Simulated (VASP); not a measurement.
Data:

```xyz
64
Lattice="11.5674 0.0000 0.0000 0.0000 11.5674 0.0000 0.0000 0.0000 11.5674" Properties=species:S:1:pos:R:3 pbc="T T T"
Ge     5.7837     0.0000     0.0000
Ge     7.2296     1.4459     1.4459
Ge     8.6755     2.8918     0.0000
Ge    10.1215     4.3378     1.4459
Ge     8.6755     0.0000     2.8918
Ge    10.1215     1.4459     4.3378
Ge     0.0000     0.0000     0.0000
Ge     1.4459     1.4459     1.4459
Ge     2.8918     2.8918     0.0000
Ge     4.3378     4.3378     1.4459
Ge     5.7837     5.7837     0.0000
Ge     7.2296     7.2296     1.4459
Ge     8.6755     8.6755     0.0000
Ge    10.1215    10.1215     1.4459
Ge     2.8918     0.0000     2.8918
Ge     4.3378     1.4459     4.3378
Ge     5.7837     2.8918     2.8918
Ge     7.2296     4.3378     4.3378
Ge     8.6755     5.7837     2.8918
Ge    10.1215     7.2296     4.3378
Ge     5.7837     0.0000     5.7837
Ge     7.2296     1.4459     7.2296
Ge     8.6755     2.8918     5.7837
Ge    10.1215     4.3378     7.2296
Ge     8.6755     0.0000     8.6755
Ge    10.1215     1.4459    10.1215
Ge     0.0000     5.7837     0.0000
Ge     1.4459     7.2296     1.4459
Ge     2.8918     8.6755     0.0000
Ge     4.3378    10.1215     1.4459
Ge     0.0000     2.8918     2.8918
Ge     1.4459     4.3378     4.3378
Ge     2.8918     5.7837     2.8918
Ge     4.3378     7.2296     4.3378
Ge     5.7837     8.6755     2.8918
Ge     7.2296    10.1215     4.3378
Ge     0.0000     0.0000     5.7837
Ge     1.4459     1.4459     7.2296
Ge     2.8918     2.8918     5.7837
Ge     4.3378     4.3378     7.2296
Ge     5.7837     5.7837     5.7837
Ge     7.2296     7.2296     7.2296
Ge     8.6755     8.6755     5.7837
Ge    10.1215    10.1215     7.2296
Ge     2.8918     0.0000     8.6755
Ge     4.3378     1.4459    10.1215
Ge     5.7837     2.8918     8.6755
Ge     7.2296     4.3378    10.1215
Ge     8.6755     5.7837     8.6755
Ge    10.1215     7.2296    10.1215
Ge     0.0000     8.6755     2.8918
Ge     1.4459    10.1215     4.3378
Ge     0.0000     5.7837     5.7837
Ge     1.4459     7.2296     7.2296
Ge     2.8918     8.6755     5.7837
Ge     4.3378    10.1215     7.2296
Ge     0.0000     2.8918     8.6755
Ge     1.4459     4.3378    10.1215
Ge     2.8918     5.7837     8.6755
Ge     4.3378     7.2296    10.1215
Ge     5.7837     8.6755     8.6755
Ge     7.2296    10.1215    10.1215
Ge     0.0000     8.6755     8.6755
Ge     1.4459    10.1215    10.1215
```

All values below come from PBE GGA, VASP's PBE PAW potentials (set 64) (plane waves; VASP). Run with PREC = Normal, LREAL = Auto, EDIFF = 1E-5, 400 eV cut-off, 1×1×1 Γ-centred mesh, Gaussian smearing of 0.050 eV, potentials Ge.

The supercell is sampled at Γ alone, which is coarse: total energies, pressure and levels can be off, energies of defects by several tenths of an eV.

Question: What does the run give for the energy per atom (σ→0), pressure?

Answer: 
* **energy per atom (σ→0)**: -4.364 eV/atom
* **pressure**: 2.20 GPa

The absolute energy has meaning only against runs of the same code, potentials and settings.

The cell is a supercell, built from Ge (diamond).
